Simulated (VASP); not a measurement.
Energy against volume of Sr (fcc). Calculation: vdW-DF-cx, VASP's PBE PAW potentials (set 64) (plane waves; VASP 6.6.1). Numerical set-up: 520 eV cut-off, 8×8×8 Γ-centred mesh, Gaussian smearing of 0.050 eV, potentials Sr_sv.

| V (Å³/atom) | E (eV/atom) |
|---|---|
| 48.752 | 0.55450 |
| 50.308 | 0.54843 |
| 51.864 | 0.54639 |
| 53.420 | 0.54781 |

Q: Fit these four points and predict the energy of the run at 54.976 Å³/atom.

A: A cubic in V^(−2/3), the third-order Birch-Murnaghan form, passes through the four points with V0 = 51.96 Å³/atom and B0 = 12 GPa, and gives 0.5522 eV/atom there. The run gave 0.5524 eV/atom, +0.2 meV/atom from the fit; all five points give B0 = 12 GPa.

The compound is Sr in the fcc structure. It was relaxed first, which changed the volume by -8 %.
